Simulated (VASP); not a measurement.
Ti2Ge5Ru:

```
Ti Ge Ru
1.0
     5.02083    0.00000    0.00000
    -2.51041    4.34816    0.00000
     0.00000    0.00000    7.80674
Ti Ge Ru
2 5 1
Direct
  0.33333 0.66667 0.50000
  0.66667 0.33333 0.50000
  0.00000 0.00000 0.00000
  0.33333 0.66667 0.00000
  0.66667 0.33333 0.00000
  0.00000 0.00000 0.74517
  0.00000 0.00000 0.25483
  0.00000 0.00000 0.50000
```

The cell was built by a generator and needn't be a form met in nature.

- Program: VASP 6.6.1
- Task: relaxation of cell and atoms
- Functional: PBE
- Potentials or basis: VASP PAW PBE potentials, release 64 (Ti_sv, Ge_d, Ru_pv)
- Cutoff: 520 eV
- k mesh: 4 × 4 × 3
- Occupations: gaussian, width 0.15 eV
- Spin: no spin polarisation

At the start: pressure 20.4 GPa; volume 21.30 Å³/atom.

**Question.** Where does the relaxation end?

**Answer.** Over 13 steps the energy falls by 890.9 meV/atom and the volume is 23.74 Å³/atom (+11.4 %); space group P6/mmm (No. 191, to 0.05 Å).

Step by step:
```tsv
step	energy change (eV)	largest force (eV/Å)	pressure (GPa)	volume (Å³)
1	0.0000	4.9648	20.36	170.43
2	-3.7570	1.2563	-6.54	228.71
3	-5.6200	3.8509	-4.57	199.97
4	-5.6107	3.7498	-4.63	202.59
5	-5.6569	3.8752	-4.36	200.88
6	-6.6949	1.8591	0.27	188.46
7	-6.7070	1.6611	1.26	187.04
8	-7.0542	0.2671	-0.09	189.45
9	-7.0680	0.0990	0.35	189.69
10	-7.0681	0.2825	0.41	190.15
11	-7.1251	0.0542	0.33	189.81
12	-7.1267	0.1161	0.15	189.98
13	-7.1270	0.0310	0.25	189.92
```

Final structure:
```cif
data_structure
_symmetry_space_group_name_H-M 'P 1'
_symmetry_Int_Tables_number 1
_cell_length_a 4.7238
_cell_length_b 4.7238
_cell_length_c 9.8282
_cell_angle_alpha 90.000
_cell_angle_beta 90.000
_cell_angle_gamma 120.000
_cell_volume 189.92
loop_
_atom_site_label
_atom_site_type_symbol
_atom_site_fract_x
_atom_site_fract_y
_atom_site_fract_z
_atom_site_occupancy
Ti1 Ti 0.33333 0.66667 0.50000 1
Ti2 Ti 0.66667 0.33333 0.50000 1
Ge1 Ge 0.00000 0.00000 0.00000 1
Ge2 Ge 0.33333 0.66667 0.00000 1
Ge3 Ge 0.66667 0.33333 0.00000 1
Ge4 Ge 0.00000 0.00000 0.73602 1
Ge5 Ge 0.00000 0.00000 0.26398 1
Ru1 Ru 0.00000 0.00000 0.50000 1
```

Caveat: the k mesh is coarse (spacing up to 0.36 Å⁻¹), so the values aren't converged.
